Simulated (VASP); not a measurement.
The input files of a VASP run:

INCAR:
```
SYSTEM = Sc
PREC = Accurate
ENCUT = 400
EDIFF = 1E-6
NELM = 60
ALGO = Normal
LREAL = .FALSE.
LASPH = .TRUE.
ISMEAR = 1
SIGMA = 0.1
GGA = PE
LMAXMIX = 4
LWAVE = .FALSE.
LCHARG = .FALSE.
ISIF = 2
IMIX = 1
AMIX = 1.9
BMIX = 0.0001
```

POSCAR:
```
Sc
1
    1.6881000000    -2.9238750000     0.0000000000
    1.6881000000     2.9238750000     0.0000000000
    0.0000000000     0.0000000000     5.3754000000
Sc
2
Direct
  0.3333330000   0.6666670000   0.2500000000
  0.6666670000   0.3333330000   0.7500000000
```

### KPOINTS
```
Automatic mesh
0
Gamma
9 9 5
0 0 0
```

POTCAR, in this order: Sc_sv (PBE.64 set). Program: vasp_std.

Task: Does this input run properly? What does VASP do?

Result: There is a fault: simple mixing (IMIX = 1) with AMIX above 1 overshoots. VASP stops with an error: ERROR FEXCP: supplied Exchange-correletion table is too small, maximal index : 4075 ----> I REFUSE TO CONTINUE WITH THIS SICK JOB ... BYE!!! <----

### standard output
```
 POSCAR found type information on POSCAR Sc
 POSCAR found :  1 types and       2 ions
 Reading from existing POTCAR
 Reading from existing POTCAR
 LDA part: xc-table for (Slater+PW92), standard interpolation
 POSCAR, INCAR and KPOINTS ok, starting setup
 WAVECAR not read
 entering main loop
       N       E                     dE             d eps       ncg     rms          rms(c)
DAV:   1     0.348491771641E+03    0.34849E+03   -0.99080E+03  1104   0.125E+03
DAV:   2     0.625708781725E+01   -0.34223E+03   -0.33745E+03  1457   0.664E+02
DAV:   3    -0.137406359129E+02   -0.19998E+02   -0.19461E+02  1784   0.174E+02
DAV:   4    -0.139860745811E+02   -0.24544E+00   -0.24441E+00  1648   0.190E+01
DAV:   5    -0.139903150111E+02   -0.42404E-02   -0.42397E-02  1766   0.247E+00    0.719E+00
DAV:   6    -0.291537138717E+02   -0.15163E+02   -0.15083E+02  1500   0.128E+02    0.229E+01
DAV:   7    -0.206806857576E+03   -0.17765E+03   -0.18423E+03  1339   0.545E+02    0.751E+01
DAV:   8    -0.116985692521E+04   -0.96305E+03   -0.99524E+03  1220   0.162E+03    0.769E+02
DAV:   9    -0.473948599150E+04   -0.35696E+04   -0.35014E+04  1144   0.155E+03    0.135E+03
DAV:  10    -0.120350069562E+05   -0.72955E+04   -0.80245E+04  1346   0.285E+03    0.222E+03
DAV:  11    -0.197027820428E+05   -0.76678E+04   -0.97125E+04  1403   0.178E+03    0.308E+03
DAV:  12    -0.302363090675E+05   -0.10534E+05   -0.14042E+05  1620   0.214E+03    0.382E+03
DAV:  13    -0.394138237477E+05   -0.91775E+04   -0.14754E+05  1613   0.244E+03    0.448E+03
DAV:  14    -0.510266054894E+05   -0.11613E+05   -0.18728E+05  1620   0.236E+03    0.554E+03

 -----------------------------------------------------------------------------
|                                                                             |
|     EEEEEEE  RRRRRR   RRRRRR   OOOOOOO  RRRRRR      ###     ###     ###     |
|     E        R     R  R     R  O     O  R     R     ###     ###     ###     |
|     E        R     R  R     R  O     O  R     R     ###     ###     ###     |
|     EEEEE    RRRRRR   RRRRRR   O     O  RRRRRR       #       #       #      |
|     E        R   R    R   R    O     O  R   R                               |
|     E        R    R   R    R   O     O  R    R      ###     ###     ###     |
|     EEEEEEE  R     R  R     R  OOOOOOO  R     R     ###     ###     ###     |
|                                                                             |
|     ERROR FEXCP: supplied Exchange-correletion table                        |
|      is too small, maximal index : 4075                                     |
|                                                                             |
|       ---->  I REFUSE TO CONTINUE WITH THIS SICK JOB ... BYE!!! <----       |
|                                                                             |
 -----------------------------------------------------------------------------
```

To mend it, remove IMIX, remove AMIX, remove BMIX.

The mended run (PBE GGA, plane waves, VASP's PBE PAW potentials (set 64)) converges, and its OSZICAR ends with
```
   1 F= -.12451141E+02 E0= -.12450463E+02  d E =-.203451E-02
```

The compound is Sc in the hcp structure. The cell was not relaxed at this level.
